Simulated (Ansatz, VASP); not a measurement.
Given: the input of a run of Ansatz 0.2.0 on Y3Ge.

Contents of input.yaml:

```yaml
crystal:
  lattice:
    - [-2.265394, 2.265394, 5.19702]
    - [2.265394, -2.265394, 5.19702]
    - [2.265394, 2.265394, -5.19702]
  atoms:
    - { symbol: "Y", position: [0.5, 0.5, 0.0] }
    - { symbol: "Y", position: [0.25, 0.75, 0.5] }
    - { symbol: "Y", position: [0.75, 0.25, 0.5] }
    - { symbol: Ge, position: [0.0, 0.0, 0.0] }
hamiltonian:
  xc: rpbe
  pseudopotentials: { kind: paw }
kpoints:
  mp_grid: { grid: [6, 6, 6] }
scf:
  occupations: { method: fermi_dirac, width: 0.05 }
output:
  forces: true
  stress: true
  eigenvalues: true
relax:
  f_tol: 0.01
  max_steps: 40
  cell: { stress_tol: 0.05 }
```

Potentials or basis: Ansatz PAW.

The run is started by

```bash
$ ansatz run input.yaml --threads 2 --pin off --max-ram 5632MiB --backend cpu --events-out ev --progress --plain --runs-dir out
```

Task: Translate it to VASP 6.6.1. Potentials there: VASP PAW PBE potentials, release 64 (Y_sv, Ge_d).

Result: As run (the cutoff follows the program's own potentials):

INCAR

```
SYSTEM = Y3Ge
PREC = Accurate
ENCUT = 600
EDIFF = 1E-7
ISMEAR = -1
SIGMA = 0.05
LREAL = .FALSE.
LASPH = .TRUE.
NELM = 60
ALGO = Normal
ISIF = 3
LWAVE = .FALSE.
LCHARG = .FALSE.
GGA = RP
IBRION = 2
NSW = 40
EDIFFG = -0.01
```

KPOINTS

```
Automatic mesh
0
G
  6 6 6
  0 0 0
```

POSCAR

```
Y3Ge
1.0
   -2.2653940000      2.2653940000      5.1970200000
    2.2653940000     -2.2653940000      5.1970200000
    2.2653940000      2.2653940000     -5.1970200000
Y Ge
3 1
Direct
    0.5000000000      0.5000000000      0.0000000000
    0.2500000000      0.7500000000      0.5000000000
    0.7500000000      0.2500000000      0.5000000000
    0.0000000000      0.0000000000      0.0000000000
```

Potentials or basis: VASP PAW PBE potentials, release 64 (Y_sv, Ge_d).

Command:

```bash
$ cat potpaw_PBE.64/Y_sv/POTCAR potpaw_PBE.64/Ge_d/POTCAR > POTCAR
$ mpirun -np 1 vasp_std > vasp.out
```

Both were run:

|  | VASP | Ansatz | Ansatz less VASP |
| --- | --- | --- | --- |
| gap on the k mesh at the Fermi level, each at its own relaxed structure (eV) | none | none | - |
| relaxed volume (Å³/atom) | 27.48 | 27.53 | +0.043 |
| relaxed cell length with the largest relative difference (Å) | 6.172 | 6.174 | +0.0018 |
| energy change over the relaxation (meV/atom) | -4 | -4 | -0.3 |

A gap of «none» marks a metal or a gap that the smearing closes.

Caveats: the PAW data sets were made with another functional, which shifts forces and pressure a little (VASP); the plane-wave basis is chosen anew once the cell has moved, so the energies of steps on either side of that aren't comparable (Ansatz); the PAW data sets come from PBE, with cores solved anew for the run's functional, which leaves a small shift of forces and pressure (Ansatz).
